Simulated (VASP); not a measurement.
The system is Mg2CdO3.

```
Mg Cd O
1.0
    -2.58301    2.58301    3.49751
     2.58301   -2.58301    3.49751
     2.58301    2.58301   -3.49751
Mg Cd O
2 1 3
Direct
  0.50000 0.00000 0.50000
  0.00000 0.50000 0.50000
  0.50000 0.50000 0.00000
  0.75000 0.25000 0.50000
  0.25000 0.75000 0.50000
  0.00000 0.00000 0.00000
```

The cell was built by a generator and needn't be a form met in nature.

| Property | Result |
| --- | --- |
| Program | VASP 6.6.1 |
| Task | relaxation of cell and atoms |
| Functional | PBE |
| Potentials or basis | VASP PAW PBE potentials, release 64 (Mg, Cd, O) |
| Cutoff | 520 eV |
| k mesh | 4 × 4 × 4 |
| Occupations | gaussian, width 0.15 eV |
| Spin | no spin polarisation |

At the start: pressure 10.5 GPa; volume 15.56 Å³/atom.

Problem. How do energy, volume and symmetry change on relaxing?

Solution. Over 6 steps the energy falls by 68.0 meV/atom and the volume is 17.48 Å³/atom (+12.4 %); space group I4/mmm (No. 139, to 0.05 Å).

Step by step:
```tsv
step	energy change (eV)	largest force (eV/Å)	pressure (GPa)	volume (Å³)
1	0.0000	0.0000	10.47	93.34
2	-0.1326	0.0000	-4.34	107.49
3	-0.3790	0.0000	0.94	100.61
4	-0.3790	0.0000	1.05	100.46
5	-0.3960	0.0000	0.71	102.09
6	-0.4078	0.0000	0.15	104.90
```

Final structure:
```
Mg Cd O
1.0
    -2.66886    2.66886    3.68186
     2.66886   -2.66886    3.68186
     2.66886    2.66886   -3.68186
Mg Cd O
2 1 3
Direct
  0.50000 0.00000 0.50000
  0.00000 0.50000 0.50000
  0.50000 0.50000 0.00000
  0.75000 0.25000 0.50000
  0.25000 0.75000 0.50000
  0.00000 0.00000 0.00000
```

Caveat: the k mesh is coarse (spacing up to 0.43 Å⁻¹), so the values aren't converged.
